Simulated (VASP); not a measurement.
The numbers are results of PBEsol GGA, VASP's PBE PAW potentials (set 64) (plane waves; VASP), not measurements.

VASP ran on this input.

File KPOINTS:
```
K-points
0
Gamma
 6 6 12
0 0 0
```

POSCAR:
```
Ag2Al2
1
    0.2090198343     3.9322759215     3.9203387986
    4.1067934908     0.0345022650     4.0948302077
    2.0706478779     2.0706478779     0.0000000000
Al Ag
2 2
Direct
  0.0000000000   0.0000000000   0.0000000000
  0.0000000000   0.5000000000   0.0000000000
  0.5000000000   0.0000000000   0.0000000000
  0.5000000000   0.5000000000   0.0000000000
```

**INCAR**
```
# general
SYSTEM =Ag2Al2
PREC   =Accurate
ENCUT  =400
LREAL  =.FALSE.
LASPH  =.TRUE.

# electronic loop
EDIFF  =1E-6
NELM   =100
ALGO   =Normal
LMAXMIX=4

# smearing
ISMEAR =1
SIGMA  =0.1

# functional
GGA    =PS

# ions
IBRION =2
NSW    =60
ISIF   =3
EDIFFG =-0.02

# output
LWAVE  =.FALSE.
LCHARG =.FALSE.
```

POTCAR, in this order: Al Ag (PBE.64 set). Program: vasp_std.

What VASP printed:

File OUTCAR:
```
 ion  position               nearest neighbor table
   1  0.000  0.000  0.000-   4 2.76   4 2.76   3 2.78   3 2.78   3 2.78   3 2.78   2 2.90   2 2.90
                             2 2.90   2 2.90
   2  0.000  0.500  0.000-   3 2.76   3 2.76   4 2.78   4 2.78   4 2.78   4 2.78   1 2.90   1 2.90
                             1 2.90   1 2.90
   3  0.500  0.000  0.000-   2 2.76   2 2.76   1 2.78   1 2.78   1 2.78   1 2.78   4 2.90   4 2.90
                             4 2.90   4 2.90
   4  0.500  0.500  0.000-   1 2.76   1 2.76   2 2.78   2 2.78   2 2.78   2 2.78   3 2.90   3 2.90
                             3 2.90   3 2.90
  LATTYP: Found a simple monoclinic cell.
 ALAT       =     4.7223272061
 B/A-ratio  =     0.6201049152
 C/A-ratio  =     1.0600573595
 COS(beta)  =    -0.3583818259
 Subroutine PRICEL returns following result:
  LATTYP: Found a base centered monoclinic cell.
 ALAT       =     5.0059377087
 B/A-ratio  =     0.5849729825
 C/A-ratio  =     0.9433451794
 COS(beta)  =    -0.3583818259
 Subroutine GETGRP returns: Found  4 space group operations
The static configuration has the point symmetry C_2h.
The dynamic configuration has the point symmetry C_2h.
 Subroutine INISYM returns: Found  4 space group operations
 Subroutine IBZKPT returns following result:
 Found    134 irreducible k-points:

 Following reciprocal coordinates:
            Coordinates               Weight
  0.000000  0.000000  0.000000      1.000000
  0.166667 -0.000000  0.000000      2.000000
  0.333333  0.000000  0.000000      2.000000
  0.500000 -0.000000  0.000000      1.000000
  0.000000  0.166667  0.000000      2.000000
  0.166667  0.166667  0.000000      2.000000
  0.333333  0.166667  0.000000      2.000000
  0.500000  0.166667  0.000000      2.000000
 -0.333333  0.166667  0.000000      2.000000
 -0.166667  0.166667  0.000000      2.000000
  0.000000  0.333333  0.000000      2.000000
  0.166667  0.333333  0.000000      2.000000
  0.333333  0.333333  0.000000      2.000000
  0.500000  0.333333  0.000000      2.000000
 -0.333333  0.333333  0.000000      2.000000
 -0.166667  0.333333  0.000000      2.000000
  0.000000  0.500000  0.000000      1.000000
  0.166667  0.500000  0.000000      2.000000
  0.333333  0.500000  0.000000      2.000000
  0.500000  0.500000  0.000000      1.000000
  0.000000  0.000000  0.083333      4.000000
  0.166667 -0.000000  0.083333      4.000000
  0.333333 -0.000000  0.083333      4.000000
  0.500000  0.000000  0.083333      4.000000
 -0.333333  0.000000  0.083333      4.000000
 -0.166667  0.000000  0.083333      4.000000
  0.000000  0.333333  0.083333      4.000000
  0.166667  0.333333  0.083333      4.000000
  0.333333  0.333333  0.083333      4.000000
  0.500000  0.333333  0.083333      4.000000
 -0.333333  0.333333  0.083333      4.000000
 -0.166667  0.333333  0.083333      4.000000
  0.000000  0.500000  0.083333      4.000000
  0.166667  0.500000  0.083333      4.000000
  0.333333  0.500000  0.083333      4.000000
  0.500000  0.500000  0.083333      4.000000
 -0.333333  0.500000  0.083333      4.000000
 -0.166667  0.500000  0.083333      4.000000
 -0.000000  0.000000  0.166667      4.000000
  0.166667  0.000000  0.166667      4.000000
   k-points           NKPTS =    134   k-points in BZ     NKDIM =    134   number of bands    NBANDS=     18
   number of dos      NEDOS =    301   number of ions     NIONS =      4
   total plane-waves  NPLWV =  28800
   dimension x,y,z NGX =    36 NGY =   40 NGZ =   20
   dimension x,y,z NGXF=    72 NGYF=   80 NGZF=   40
   ions per type =               2   2
...
```

OSZICAR:
```
       N       E                     dE             d eps       ncg     rms          rms(c)
DAV:   1     0.110074317942E+03    0.11007E+03   -0.11216E+04  4872   0.113E+03
DAV:   2    -0.137985325814E+02   -0.12387E+03   -0.11971E+03  5140   0.244E+02
DAV:   3    -0.170283799058E+02   -0.32298E+01   -0.31884E+01  5672   0.391E+01
DAV:   4    -0.170511612307E+02   -0.22781E-01   -0.22548E-01  5360   0.337E+00
DAV:   5    -0.170513784702E+02   -0.21724E-03   -0.21721E-03  5514   0.360E-01    0.108E+01
DAV:   6    -0.152380246344E+02    0.18134E+01   -0.13289E+01  4982   0.374E+01    0.782E+00
DAV:   7    -0.151239550572E+02    0.11407E+00   -0.66119E-01  4944   0.920E+00    0.362E+00
DAV:   8    -0.150923938169E+02    0.31561E-01   -0.51229E-02  5062   0.171E+00    0.608E-01
DAV:   9    -0.150883170623E+02    0.40768E-02   -0.10499E-02  5140   0.113E+00    0.135E-01
DAV:  10    -0.150882687634E+02    0.48299E-04   -0.59155E-04  5212   0.164E-01    0.659E-02
DAV:  11    -0.150882683953E+02    0.36811E-06   -0.24539E-05  5192   0.459E-02    0.161E-02
DAV:  12    -0.150882643064E+02    0.40889E-05   -0.50070E-06  4478   0.148E-02    0.722E-03
DAV:  13    -0.150882641670E+02    0.13938E-06   -0.31326E-07  2582   0.417E-03
   1 F= -.15088264E+02 E0= -.15088150E+02  d E =-.150883E+02
       N       E                     dE             d eps       ncg     rms          rms(c)
DAV:   1    -0.150977856667E+02   -0.95214E-02   -0.28063E-01  4996   0.443E+00    0.490E-01
DAV:   2    -0.150920428670E+02    0.57428E-02   -0.13796E-02  5096   0.133E+00    0.234E-01
DAV:   3    -0.150908497537E+02    0.11931E-02   -0.13473E-03  5090   0.287E-01    0.109E-01
DAV:   4    -0.150905384022E+02    0.31135E-03   -0.59166E-04  5140   0.197E-01    0.402E-02
DAV:   5    -0.150905341600E+02    0.42423E-05   -0.50986E-05  4942   0.547E-02    0.971E-03
DAV:   6    -0.150905338377E+02    0.32229E-06   -0.34533E-06  4784   0.153E-02
   2 F= -.15090534E+02 E0= -.15090539E+02  d E =-.226967E-02
       N       E                     dE             d eps       ncg     rms          rms(c)
DAV:   1    -0.151065915296E+02   -0.16057E-01   -0.58799E-01  5004   0.641E+00    0.704E-01
DAV:   2    -0.150946919511E+02    0.11900E-01   -0.28501E-02  5092   0.192E+00    0.339E-01
DAV:   3    -0.150922164945E+02    0.24755E-02   -0.27496E-03  5082   0.412E-01    0.159E-01
DAV:   4    -0.150915684785E+02    0.64802E-03   -0.12191E-03  5122   0.284E-01    0.583E-02
DAV:   5    -0.150915607188E+02    0.77597E-05   -0.10590E-04  4970   0.787E-02    0.138E-02
DAV:   6    -0.150915601477E+02    0.57115E-06   -0.68632E-06  5016   0.215E-02
   3 F= -.15091560E+02 E0= -.15091636E+02  d E =-.329598E-02
       N       E                     dE             d eps       ncg     rms          rms(c)
DAV:   1    -0.150919847715E+02   -0.42405E-03   -0.15162E-02  5002   0.103E+00    0.112E-01
DAV:   2    -0.150916775357E+02    0.30724E-03   -0.73107E-04  5096   0.305E-01    0.543E-02
DAV:   3    -0.150916148040E+02    0.62732E-04   -0.71361E-05  5096   0.669E-02    0.252E-02
DAV:   4    -0.150915992262E+02    0.15578E-04   -0.31274E-05  5112   0.457E-02    0.929E-03
DAV:   5    -0.150915994166E+02   -0.19037E-06   -0.26587E-06  4124   0.126E-02
   4 F= -.15091599E+02 E0= -.15091659E+02  d E =-.333525E-02
       N       E                     dE             d eps       ncg     rms          rms(c)
DAV:   1    -0.151005461251E+02   -0.89469E-02   -0.22791E-01  5020   0.430E+00    0.583E-01
DAV:   2    -0.150930469897E+02    0.74991E-02   -0.31327E-02  4972   0.201E+00    0.249E-01
DAV:   3    -0.150923233443E+02    0.72365E-03   -0.99583E-04  4954   0.306E-01    0.127E-01
DAV:   4    -0.150919836008E+02    0.33974E-03   -0.59942E-04  5052   0.209E-01    0.276E-02
DAV:   5    -0.150919842794E+02   -0.67857E-06   -0.41529E-05  5042   0.665E-02    0.200E-02
DAV:   6    -0.150919852906E+02   -0.10113E-05   -0.25054E-06  3028   0.153E-02    0.145E-03
DAV:   7    -0.150919852757E+02    0.14972E-07   -0.18141E-07  2452   0.372E-03
   5 F= -.15091985E+02 E0= -.15092029E+02  d E =-.385859E-03
       N       E                     dE             d eps       ncg     rms          rms(c)
DAV:   1    -0.150926207696E+02   -0.63548E-03   -0.15297E-02  5016   0.112E+00    0.152E-01
DAV:   2    -0.150921192435E+02    0.50153E-03   -0.20658E-03  4986   0.520E-01    0.646E-02
DAV:   3    -0.150920687125E+02    0.50531E-04   -0.64523E-05  4954   0.762E-02    0.334E-02
DAV:   4    -0.150920430713E+02    0.25641E-04   -0.39474E-05  5064   0.538E-02    0.713E-03
DAV:   5    -0.150920430293E+02    0.42049E-07   -0.26995E-06  3460   0.172E-02
   6 F= -.15092043E+02 E0= -.15092106E+02  d E =-.443613E-03
```

File OUTCAR:
```
------------------------ aborting loop because EDIFF is reached ----------------------------------------
  FORCE on cell =-STRESS in cart. coord.  units (eV):
  Direction    XX          YY          ZZ          XY          YZ          ZX
  --------------------------------------------------------------------------------------
  Total        0.0257033      0.0257033     -0.0114133      0.0054094      0.0583984     -0.0583984
  in kB        0.6348697      0.6348697     -0.2819072      0.1336110      1.4424370     -1.4424375
  external PRESSURE =       0.3292774 kB  Pullay stress =       0.0000000 kB
  volume of cell :       64.87
      direct lattice vectors                 reciprocal lattice vectors
     0.251122604  3.916314084  3.939917141    -0.132877282  0.132877282  0.130200535
     4.110272104  0.057164584  4.136433932     0.126564449 -0.126564449  0.117739263
     2.083718344  2.083718344  0.000000000     0.246268488  0.233642822 -0.247939797
 POSITION                                       TOTAL-FORCE (eV/Angst)
 -----------------------------------------------------------------------------------
      0.00000      0.00000      0.00000        -0.000000      0.000000      0.000000
      2.05514      0.02858      2.06822        -0.000000      0.000000      0.000000
      0.12556      1.95816      1.96996         0.000000     -0.000000      0.000000
      2.18070      1.98674      4.03818        -0.000000     -0.000000     -0.000000
 -----------------------------------------------------------------------------------
    total drift:                               -0.000000     -0.000000      0.000000
  FREE ENERGIE OF THE ION-ELECTRON SYSTEM (eV)
  ---------------------------------------------------
  free  energy   TOTEN  =       -15.0920430293 eV

  energy  without entropy=      -15.0922320489  energy(sigma->0) =      -15.09210604

 reached required accuracy - stopping structural energy minimisation
```
(Selected blocks of OUTCAR.)

### CONTCAR
```
Ag2Al2
   1.00000000000000
     0.2511226038258788    3.9163140842339819    3.9399171408269948
     4.1102721037890255    0.0571645842708363    4.1364339320387931
     2.0837183440299301    2.0837183440299301    0.0000000000000000
  Al              Ag
     2     2
Direct
     0.0000000000000000    0.0000000000000000    0.0000000000000000
     0.0000000000000000    0.5000000000000000    0.0000000000000000
     0.5000000000000000    0.0000000000000000    0.0000000000000000
     0.5000000000000000    0.5000000000000000    0.0000000000000000
```

**OUTCAR**
```
 val. band max:        8.9227542202   @ k =   0.0000   0.3333   0.3333

 cond. band min:       8.9557450952   @ k =   0.3333  -0.3333   0.2500


 Fermi energy:         8.9526358989

 k-point     1 :       0.0000    0.0000    0.0000
  band No.  band energies     occupation
      1      -1.4047      2.00000
      2       1.6346      2.00000
      3       2.1183      2.00000
      4       2.2281      2.00000
      5       3.3205      2.00000
      6       3.4358      2.00000
      7       3.5538      2.00000
      8       3.8195      2.00000
      9       4.1311      2.00000
     10       4.1384      2.00000
     11       5.0050      2.00000
     12       5.3147      2.00000
     13       6.3570      2.00000
     14       7.8721      2.00000
     15       8.1792      2.00000
     16       9.5371     -0.00000
     17      11.4520      0.00000
     18      14.7314      0.00000

 k-point     2 :       0.1667   -0.0000    0.0000
  band No.  band energies     occupation
      1      -1.1727      2.00000
      2       1.7348      2.00000
      3       2.0644      2.00000
      4       2.2129      2.00000
      5       3.2299      2.00000
      6       3.3198      2.00000
      7       3.4352      2.00000
      8       3.8024      2.00000
      9       4.1384      2.00000
     10       4.1440      2.00000
     11       5.0049      2.00000
     12       5.0873      2.00000
     13       5.8153      2.00000
     14       6.7849      2.00000
     15       9.1183     -0.04094
     16      11.1712      0.00000
     17      12.0937      0.00000
     18      15.0233      0.00000

 k-point     3 :       0.3333    0.0000    0.0000
  band No.  band energies     occupation
      1      -0.5191      2.00000
      2       1.7699      2.00000
      3       1.9321      2.00000
      4       2.1353      2.00000
      5       2.9922      2.00000
      6       3.3182      2.00000
      7       3.4334      2.00000
      8       3.5407      2.00000
      9       3.7687      2.00000
...
```

The structure was generated: Ag2Al2 was put into an ordered model structure (R-3m), which need not be its known phase. This run relaxes it. It ends in space group C2/m. Symmetry was kept, so distortions that lower it aren't found. The start is the result of an earlier pass.
